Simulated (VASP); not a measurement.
Consider the following.

```
MgS
1.0
    0.00000     2.65681     2.57034
    2.54963     0.00000     2.57034
    2.54963     2.65681     0.00000
Mg S
1 1
Cartesian
  0.00000   0.00000   0.00000
  2.57908   2.65681   2.57034
```

All values below come from PBE GGA, VASP's PBE PAW potentials (set 64) (plane waves; VASP). Settings: 700 eV cut-off, 8×8×8 Γ-centred mesh, Gaussian smearing of 0.050 eV, potentials Mg S.

**Question.** What does the run give for the energy per atom (σ→0), pressure, largest force?

**Answer.** 
```json
{
 "energy per atom (σ→0)": "-4.243 eV/atom",
 "pressure": "2.07 GPa",
 "largest_force": "0.120 eV/Å"
}
```

Only differences to runs with the same potentials and settings are physical.

The compound is MgS in the rock salt structure. The cell was not relaxed at this level, atoms are displaced from their ideal sites. The run is one of a series of settings (ENCUT = 700 against the base run), some of them coarse on purpose.
